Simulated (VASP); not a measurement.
OSZICAR of a VASP run on Cd (hcp):

**OSZICAR**
```
       N       E                     dE             d eps       ncg     rms          rms(c)
DAV:   1     0.174031178924E+03    0.17403E+03   -0.13500E+04  3072   0.152E+03
DAV:   2     0.742404858924E+01   -0.16661E+03   -0.16272E+03  3136   0.375E+02
DAV:   3     0.408972188140E+01   -0.33343E+01   -0.33287E+01  3752   0.636E+01
DAV:   4     0.408586106551E+01   -0.38608E-02   -0.38607E-02  3608   0.193E+00
DAV:   5     0.408585060996E+01   -0.10456E-04   -0.10456E-04  3872   0.929E-02    0.498E+00
DAV:   6     0.421850629235E+01    0.13266E+00   -0.36229E-01  3264   0.802E+00    0.384E+00
DAV:   7     0.422872970320E+01    0.10223E-01   -0.36566E-02  3560   0.198E+00    0.179E+00
DAV:   8     0.422958302494E+01    0.85332E-03   -0.38707E-03  3352   0.905E-01    0.101E-01
DAV:   9     0.422955382129E+01   -0.29204E-04   -0.22528E-05  3984   0.586E-02    0.387E-02
DAV:  10     0.422951544948E+01   -0.38372E-04   -0.36779E-05  3448   0.617E-02    0.384E-03
DAV:  11     0.422951551341E+01    0.63927E-07   -0.61912E-08  3168   0.270E-03
   1 F= 0.42295155E+01 E0= 0.42296476E+01  d E =0.422952E+01
       N       E                     dE             d eps       ncg     rms          rms(c)
DAV:   1     0.420853048009E+01   -0.20985E-01   -0.83476E-01  3264   0.843E+00    0.653E-01
DAV:   2     0.422067420332E+01    0.12144E-01   -0.74770E-03  3224   0.122E+00    0.375E-01
DAV:   3     0.422631594962E+01    0.56417E-02   -0.10258E-02  3360   0.102E+00    0.107E-01
DAV:   4     0.422623715257E+01   -0.78797E-04   -0.83946E-04  3352   0.405E-01    0.917E-02
DAV:   5     0.422623903637E+01    0.18838E-05   -0.23662E-06  3632   0.210E-02    0.359E-02
DAV:   6     0.422623974068E+01    0.70431E-06   -0.23528E-06  3400   0.131E-02    0.211E-02
DAV:   7     0.422623984751E+01    0.10684E-06   -0.86808E-08  2016   0.343E-03    0.161E-02
DAV:   8     0.422624003279E+01    0.18528E-06   -0.20223E-07  2592   0.359E-03    0.476E-03
DAV:   9     0.422624007513E+01    0.42335E-07   -0.68358E-08  1752   0.233E-03
   2 F= 0.42262401E+01 E0= 0.42261356E+01  d E =-.327544E-02
       N       E                     dE             d eps       ncg     rms          rms(c)
DAV:   1     0.418001486989E+01   -0.46225E-01   -0.20204E+00  3264   0.131E+01    0.102E+00
DAV:   2     0.420933517856E+01    0.29320E-01   -0.17688E-02  3240   0.188E+00    0.586E-01
DAV:   3     0.422332867076E+01    0.13993E-01   -0.25003E-02  3304   0.163E+00    0.168E-01
DAV:   4     0.422312317819E+01   -0.20549E-03   -0.21515E-03  3320   0.652E-01    0.146E-01
DAV:   5     0.422312481107E+01    0.16329E-05   -0.52806E-06  3632   0.298E-02    0.604E-02
DAV:   6     0.422312558624E+01    0.77517E-06   -0.52361E-06  3320   0.171E-02    0.365E-02
DAV:   7     0.422312592389E+01    0.33765E-06   -0.23660E-07  2496   0.553E-03    0.268E-02
DAV:   8     0.422312639873E+01    0.47485E-06   -0.58746E-07  3352   0.597E-03    0.726E-03
DAV:   9     0.422312647448E+01    0.75748E-07   -0.12281E-07  2200   0.304E-03
   3 F= 0.42231265E+01 E0= 0.42230738E+01  d E =-.638904E-02
       N       E                     dE             d eps       ncg     rms          rms(c)
DAV:   1     0.405484844791E+01   -0.16828E+00   -0.81423E+00  3272   0.264E+01    0.202E+00
DAV:   2     0.416520325375E+01    0.11035E+00   -0.66971E-02  3200   0.366E+00    0.117E+00
DAV:   3     0.421951930836E+01    0.54316E-01   -0.90923E-02  3328   0.317E+00    0.325E-01
DAV:   4     0.421871733701E+01   -0.80197E-03   -0.81085E-03  3312   0.126E+00    0.268E-01
DAV:   5     0.421871633371E+01   -0.10033E-05   -0.24002E-05  3552   0.572E-02    0.695E-02
DAV:   6     0.421872088784E+01    0.45541E-05   -0.39067E-06  3464   0.311E-02    0.373E-02
DAV:   7     0.421872155994E+01    0.67210E-06   -0.14516E-06  3544   0.150E-02    0.182E-02
DAV:   8     0.421872190018E+01    0.34024E-06   -0.37474E-07  2760   0.453E-03    0.218E-03
DAV:   9     0.421872192480E+01    0.24622E-07   -0.27752E-08  1632   0.168E-03
   4 F= 0.42187219E+01 E0= 0.42186316E+01  d E =-.107936E-01
       N       E                     dE             d eps       ncg     rms          rms(c)
DAV:   1     0.419957108931E+01   -0.19151E-01   -0.92179E-01  3216   0.885E+00    0.686E-01
DAV:   2     0.421259582430E+01    0.13025E-01   -0.81289E-03  3224   0.131E+00    0.399E-01
DAV:   3     0.421902613233E+01    0.64303E-02   -0.11612E-02  3344   0.113E+00    0.116E-01
DAV:   4     0.421893152560E+01   -0.94607E-04   -0.10167E-03  3312   0.453E-01    0.103E-01
DAV:   5     0.421892893892E+01   -0.25867E-05   -0.34800E-06  3624   0.318E-02    0.537E-02
DAV:   6     0.421893131214E+01    0.23732E-05   -0.10744E-05  3272   0.264E-02    0.406E-02
DAV:   7     0.421893160062E+01    0.28848E-06   -0.52756E-07  3360   0.905E-03    0.285E-02
DAV:   8     0.421893182530E+01    0.22468E-06   -0.52941E-07  2984   0.576E-03    0.856E-03
DAV:   9     0.421893178639E+01   -0.38908E-07   -0.15061E-07  2304   0.350E-03
   5 F= 0.42189318E+01 E0= 0.42186872E+01  d E =-.105837E-01
       N       E                     dE             d eps       ncg     rms          rms(c)
DAV:   1     0.421019501154E+01   -0.87368E-02   -0.40063E-01  3216   0.585E+00    0.453E-01
DAV:   2     0.421580669015E+01    0.56117E-02   -0.33830E-03  3216   0.869E-01    0.263E-01
DAV:   3     0.421859246807E+01    0.27858E-02   -0.49234E-03  3352   0.748E-01    0.754E-02
DAV:   4     0.421854944028E+01   -0.43028E-04   -0.45549E-04  3328   0.304E-01    0.683E-02
DAV:   5     0.421854955323E+01    0.11295E-06   -0.87310E-07  3664   0.135E-02    0.353E-02
DAV:   6     0.421854964171E+01    0.88480E-07   -0.29836E-06  3272   0.110E-02    0.248E-02
DAV:   7     0.421854981312E+01    0.17141E-06   -0.12163E-07  2232   0.385E-03    0.173E-02
DAV:   8     0.421855004711E+01    0.23399E-06   -0.23548E-07  2552   0.386E-03    0.471E-03
DAV:   9     0.421855009391E+01    0.46794E-07   -0.43007E-08  1584   0.182E-03
   6 F= 0.42185501E+01 E0= 0.42184356E+01  d E =-.109654E-01
```

### Question
Which electronic solver shows in the log?

### Answer
It is blocked Davidson (ALGO = Normal, or the opening steps of other solvers). The INCAR had ALGO = Normal.

### Question
Can the final energy be trusted as converged?

### Answer
Self-consistency was reached. It stopped with EDIFF = 1E-7, NELM = 100, NSW = 30 and EDIFFG = -0.01 after 6 ionic steps (rev-vdW-DF2, plane waves, VASP's PBE PAW potentials (set 64)).

The compound is Cd in the hcp structure. This cell is one point of a volume scan, at 0.94 of the reference volume. Symmetry was kept, so distortions that lower it aren't found.
